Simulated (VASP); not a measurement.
Output of a VASP run:

**OSZICAR**
```
       N       E                     dE             d eps       ncg     rms          rms(c)
DAV:   1     0.577019621628E+02    0.57702E+02   -0.57231E+03   440   0.645E+02
DAV:   2    -0.428494008114E+01   -0.61987E+02   -0.59989E+02   501   0.185E+02
DAV:   3    -0.617759896196E+01   -0.18927E+01   -0.18898E+01   461   0.331E+01
DAV:   4    -0.619836146262E+01   -0.20763E-01   -0.20762E-01   567   0.308E+00
DAV:   5    -0.619850970841E+01   -0.14825E-03   -0.14825E-03   451   0.179E-01    0.475E+00
DAV:   6    -0.594300398164E+01    0.25551E+00   -0.58704E-01   476   0.940E+00    0.372E+00
DAV:   7    -0.592430812449E+01    0.18696E-01   -0.10036E-01   416   0.230E+00    0.150E+00
DAV:   8    -0.592221567106E+01    0.20925E-02   -0.76825E-03   416   0.101E+00    0.559E-01
DAV:   9    -0.592184928438E+01    0.36639E-03   -0.71440E-04   476   0.261E-01    0.107E-01
DAV:  10    -0.592184172154E+01    0.75628E-05   -0.62224E-05   416   0.846E-02    0.549E-02
DAV:  11    -0.592184797341E+01   -0.62519E-05   -0.20586E-05   436   0.253E-02    0.226E-02
DAV:  12    -0.592184686995E+01    0.11035E-05   -0.30930E-06   416   0.118E-02    0.123E-02
DAV:  13    -0.592184688618E+01   -0.16230E-07   -0.13636E-07   208   0.278E-03
   1 F= -.59218469E+01 E0= -.59218469E+01  d E =-.105265E-25
```

**OUTCAR**
```
------------------------ aborting loop because EDIFF is reached ----------------------------------------
  FORCE on cell =-STRESS in cart. coord.  units (eV):
  Direction    XX          YY          ZZ          XY          YZ          ZX
  --------------------------------------------------------------------------------------
  Total       -3.7311601     -3.7268255     -3.7281948     -0.0672666     -0.1229215      0.0041835
  in kB      -84.5401649    -84.4419508    -84.4729765     -1.5241175     -2.7851393      0.0947890
  external PRESSURE =     -84.4850308 kB  Pullay stress =       0.0000000 kB
  volume of cell :       70.71
      direct lattice vectors                 reciprocal lattice vectors
     0.000000000  3.282115000  3.282115000    -0.152340792  0.152340792  0.152340792
     3.282115000  0.000000000  3.282115000     0.152340792 -0.152340792  0.152340792
     3.282115000  3.282115000  0.000000000     0.152340792  0.152340792 -0.152340792
  FREE ENERGIE OF THE ION-ELECTRON SYSTEM (eV)
  ---------------------------------------------------
  free  energy   TOTEN  =        -5.9218468862 eV

  energy  without entropy=       -5.9218468862  energy(sigma->0) =       -5.92184689
```
(Selected blocks of OUTCAR.)

**POSCAR**
```
CdTe
1
    0.0000000000     3.2821150000     3.2821150000
    3.2821150000     0.0000000000     3.2821150000
    3.2821150000     3.2821150000     0.0000000000
Cd Te
1 1
Direct
  0.0009680000  -0.0034340000  -0.0010670000
  0.2490320000   0.2534340000   0.2510670000
```

Task: Write an INCAR and KPOINTS that could have produced this output.

Result: Several could match; the one computed here: the input of the run itself, LDA (Ceperley-Alder, Perdew-Zunger), plane waves, VASP's LDA PAW potentials (set 64).

### INCAR
```
SYSTEM = CdTe
PREC = Accurate; ENCUT = 240; LREAL = .FALSE.
LASPH = .TRUE.
EDIFF = 1E-6; NELM = 100; ALGO = Normal
LMAXMIX = 4
ISMEAR = 0; SIGMA = 0.01
ISIF = 2
LWAVE = .FALSE.; LCHARG = .FALSE.
```

File KPOINTS:
```
kpoints
0
gamma
2 2 2
0.5 0.5 0.5
```

POTCAR, in this order: Cd Te (LDA.64 set). Program: vasp_std.

At this cut-off the stress carries a Pulay error, which pulls relaxed volumes low.

The structure comes from a computed database's CdTe entry; how it stands against other phases isn't given here. The cell was not relaxed at this level, atoms are displaced from their ideal sites. The k-mesh is coarse (spacing up to 0.83 per Å, 2π included), so the numbers may not be converged in it. The run is one of a series of settings (ENCUT = 240, KPOINTS 2×2×2 Γ-centred mesh shifted by (0.5, 0.5, 0.5) against the base run), some of them coarse on purpose.
